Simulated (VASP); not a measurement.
Input:

```xyz
4
Lattice="2.7303 0.0000 0.0000 -1.3651 2.3645 0.0000 0.0000 0.0000 8.7338" Properties=species:S:1:pos:R:3 pbc="T T T"
V      2.7303     0.0000     0.0000
V      2.7303     0.0000     4.3669
Al     0.0000     1.5763     2.1835
Al     1.3651     0.7882     6.5504
```

These are PBEsol GGA, VASP's PBE PAW potentials (set 64) (plane waves; VASP) values and carry that method's errors. Settings: 400 eV cut-off, 14×14×4 Γ-centred mesh, tetrahedra with Blöchl corrections, potentials V_sv Al.

The cores are frozen, which limits the accuracy of field gradients.

Question: Give the principal components of the electric field gradient (V/Å²) and the asymmetry η at each nucleus.

Answer: 
```json
[
 {"atom": "V1", "Vxx": "-33.4", "Vyy": "-33.3", "Vzz": "66.7", "η": "0.00"},
 {"atom": "V2", "Vxx": "-33.4", "Vyy": "-33.3", "Vzz": "66.7", "η": "0.00"},
 {"atom": "Al3", "Vxx": "15.4", "Vyy": "15.4", "Vzz": "-30.8", "η": "0.00"},
 {"atom": "Al4", "Vxx": "15.4", "Vyy": "15.4", "Vzz": "-30.8", "η": "0.00"}
]
```

The structure was generated: VAl was put into the NiAs type type (P6_3/mmc), which need not be its known phase. It was relaxed first, which changed the volume by -44 %. The run is not spin-polarised, so no magnetic state was tried.
